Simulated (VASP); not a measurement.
# Ir (relaxed from the omega structure, space group P6/mmm): computed properties

These are PBEsol GGA, VASP's PBE PAW potentials (set 64) (plane waves; VASP 6.6.1) values and carry that method's errors.

- space group = P6/mmm (191)
- cell = a = b = 4.3398 Å, c = 2.6688 Å, α = β = 90.00°, γ = 120.00°
- volume per atom = 14.51 Å³/atom
- band gap (over mesh and band path) = none (metal, semimetal or under 0.01 eV)
- density = 22.00 g/cm³

```cif
data_Ir3
_chemical_formula_sum 'Ir3'
_space_group_name_H-M_alt 'P 1'
_space_group_IT_number 1
_cell_length_a 4.33979
_cell_length_b 4.33978
_cell_length_c 2.66883
_cell_angle_alpha 90.000
_cell_angle_beta 90.000
_cell_angle_gamma 120.000
loop_
_space_group_symop_operation_xyz
  'x, y, z'
loop_
_atom_site_label
_atom_site_type_symbol
_atom_site_fract_x
_atom_site_fract_y
_atom_site_fract_z
_atom_site_occupancy
Ir1 Ir 0.00000 0.00000 0.00000 1
Ir2 Ir 0.33333 0.66667 0.50000 1
Ir3 Ir 0.66667 0.33333 0.50000 1
```

Unless said otherwise, spin-orbit coupling is left out, though it shifts the bands of the heavy elements here.

The structure was generated: Ir was put into the omega type (P6/mmm), which need not be its known phase. It was relaxed first. Symmetry was kept, so distortions that lower it aren't found.
